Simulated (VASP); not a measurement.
A VASP calculation is set up with these files.

### INCAR
```
SYSTEM = Ge2Pd
PREC = Accurate
ENCUT = 400
EDIFF = 1E-6
NELM = 100
ALGO = Normal
LREAL = .FALSE.
LASPH = .TRUE.
ISMEAR = 1
SIGMA = 0.1
METAGGA = R2SCAN
LMIXTAU = .TRUE.
LMAXMIX = 4
LWAVE = .FALSE.
LCHARG = .FALSE.
IBRION = 2
ISIF = 3
NSW = 60
EDIFFG = -0.02
```

**KPOINTS**
```
Automatic mesh
0
Gamma
7 7 10
0 0 0
```

POSCAR:
```
Ge2Pd
1.0
  4.5448380471  -0.0000000258   0.0000000000
 -2.2724185385   3.9359449619   0.0000000000
  0.0000000000   0.0000000000   2.7438037316
Pd Ge
1 2
Cart
  0.0000000000   0.0000000000   0.0000000000
 -0.0000019491   2.6239646113   1.3719018658
  2.2724214577   1.3119803248   1.3719018658
```

POTCAR, in this order: Pd Ge_d (PBE.64 set). Program: vasp_std.

**Question.** Translate this r2SCAN calculation to Ansatz.

**Answer.** One equivalent input (not run):
Ansatz 0.2 input:
```yaml
crystal:
  lattice:
    - [4.5448380, -0.0000000, 0.0000000]
    - [-2.2724185, 3.9359450, 0.0000000]
    - [0.0000000, 0.0000000, 2.7438037]
  atoms:
    - { symbol: Pd, position: [0.0000000, 0.0000000, 0.0000000] }
    - { symbol: Ge, position: [0.3333330, 0.6666670, 0.5000000] }
    - { symbol: Ge, position: [0.6666670, 0.3333330, 0.5000000] }
kpoints:
  mp_grid: { grid: [7, 7, 10] }
hamiltonian:
  xc: r2scan
  pseudopotentials: { kind: paw }
scf:
  occupations: { method: methfessel_paxton, width: 0.1 }
  max_iter: 100
relax:
  max_steps: 60
  f_tol: 0.02
  cell: {}
output: { forces: true, stress: true, eigenvalues: true }
```
Limits of the translation: each code has its own PAW files, so the cut-off isn't converted (ENCUT is set for VASP's; basis.ecutwfc is left out, and Ansatz then takes the one that its files recommend); Ansatz stops its SCF on the density residual and VASP on the energy change (EDIFF).

The structure was generated: Ge2Pd was put into the AlB2 type (P6/mmm), which need not be its known phase. This run relaxes it. Symmetry was kept, so distortions that lower it aren't found. The start is the result of an earlier pass.
